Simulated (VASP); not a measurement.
Method: PBEsol GGA, VASP's PBE PAW potentials (set 64) (plane waves; VASP 6.6.1).

Input for VASP

**KPOINTS**
```
Automatic mesh
0
Gamma
4 5 1
0 0 0
```

**POSCAR**
```
InAs(110) slab
1
    6.0919844068     0.0000000000     0.0000000000
    0.0000000000     4.3076833904     0.0000000000
    0.0000000000     0.0000000000    28.0022194951
In As
6 6
Direct
  0.9453294223   0.0000000000   0.6755244447
  0.5209167210   0.5000000000   0.6199415153
  0.0161334891   0.0000000000   0.5375787514
  0.5161334891   0.5000000000   0.4624212486
  0.0209167210   0.0000000000   0.3800584847
  0.4453294223   0.5000000000   0.3244755553
  0.2708436450   0.0000000000   0.6148844949
  0.7365843568   0.5000000000   0.7023073489
  0.2601923659   0.0000000000   0.4599305290
  0.7601923659   0.5000000000   0.5400694710
  0.2365843568   0.0000000000   0.2976926511
  0.7708436450   0.5000000000   0.3851155051
```

INCAR:
```
SYSTEM=InAs(110) slab
PREC=Normal; ENCUT=400; LREAL=F
LASPH=T
EDIFF=1E-6; NELM=100; NELMIN=4
ALGO=Normal; LMAXMIX=4
ISMEAR=0; SIGMA=0.05
GGA=PS
LWAVE=F; LCHARG=F; LORBIT=11
LVHAR=T
DIPOL=0.5 0.5 0.5
LDIPOL=T; IDIPOL=3
```

POTCAR, in this order: In_d As (PBE.64 set). Program: vasp_std. Read from the step before: WAVECAR.

What VASP printed:

**OSZICAR**
```
       N       E                     dE             d eps       ncg     rms          rms(c)
DAV:   1    -0.490987810658E+02   -0.49099E+02   -0.35371E-04  1464   0.453E-01    0.194E-02
DAV:   2    -0.490987534183E+02    0.27647E-04   -0.14688E-04  1448   0.258E-01    0.181E-02
DAV:   3    -0.490987504828E+02    0.29355E-05   -0.34680E-05  1704   0.496E-02    0.193E-02
DAV:   4    -0.490987500532E+02    0.42957E-06   -0.78473E-06  1216   0.249E-02
   1 F= -.49098750E+02 E0= -.49098750E+02  d E =-.473735E-13
```

### OUTCAR
```
------------------------ aborting loop because EDIFF is reached ----------------------------------------
  FORCE on cell =-STRESS in cart. coord.  units (eV):
  Direction    XX          YY          ZZ          XY          YZ          ZX
  --------------------------------------------------------------------------------------
  Total       -1.5854676     -2.2720227     -0.7864141      0.0000000      0.0000000      0.0000000
  in kB       -3.4567895     -4.9536832     -1.7146160      0.0000000      0.0000000      0.0000000
  external PRESSURE =      -3.3750296 kB  Pullay stress =       0.0000000 kB
  volume of cell :      734.84
      direct lattice vectors                 reciprocal lattice vectors
     6.091984407  0.000000000  0.000000000     0.164150125  0.000000000  0.000000000
     0.000000000  4.307683390  0.000000000     0.000000000  0.232143338  0.000000000
     0.000000000  0.000000000 28.002219495     0.000000000  0.000000000  0.035711455
 POSITION                                       TOTAL-FORCE (eV/Angst)
 -----------------------------------------------------------------------------------
      5.75893      0.00000     18.91618         0.020210      0.000000     -0.054648
      3.17342      2.15384     17.35974         0.030668      0.000000     -0.029711
      0.09828      0.00000     15.05340        -0.087945      0.000000     -0.032435
      3.14428      2.15384     12.94882        -0.087945      0.000000      0.032435
      0.12742      0.00000     10.64248         0.030668      0.000000      0.029711
      2.71294      2.15384      9.08604         0.020210      0.000000      0.054648
      1.64998      0.00000     17.21813        -0.052103      0.000000     -0.029822
      4.48726      2.15384     19.66616        -0.030404      0.000000      0.025697
      1.58509      0.00000     12.87908         0.119574      0.000000     -0.058608
      4.63108      2.15384     15.12314         0.119574      0.000000      0.058608
      1.44127      0.00000      8.33605        -0.030404      0.000000     -0.025697
      4.69597      2.15384     10.78409        -0.052103      0.000000      0.029822
 -----------------------------------------------------------------------------------
    total drift:                                0.007453      0.000000     -0.000018
  FREE ENERGIE OF THE ION-ELECTRON SYSTEM (eV)
  ---------------------------------------------------
  free  energy   TOTEN  =       -49.0987500532 eV

  energy  without entropy=      -49.0987500532  energy(sigma->0) =      -49.09875005

 total charge

# of ion       s       p       d       tot
------------------------------------------
    1        0.910   0.626   9.872  11.407
    2        0.846   0.711   9.885  11.442
    3        0.848   0.703   9.884  11.435
    4        0.848   0.703   9.884  11.435
    5        0.846   0.711   9.885  11.442
    6        0.910   0.626   9.872  11.407
    7        1.227   1.542   0.022   2.791
    8        1.271   1.451   0.020   2.742
    9        1.227   1.534   0.020   2.781
   10        1.227   1.534   0.020   2.781
   11        1.271   1.451   0.020   2.742
   12        1.227   1.542   0.022   2.791
--------------------------------------------------
tot         12.657  13.134  59.404  85.195
```
(Selected blocks of OUTCAR.)

The run did not end as a converged relaxation.

The cell is a thin slab with vacuum, built from InAs (zinc blende): (110) face.
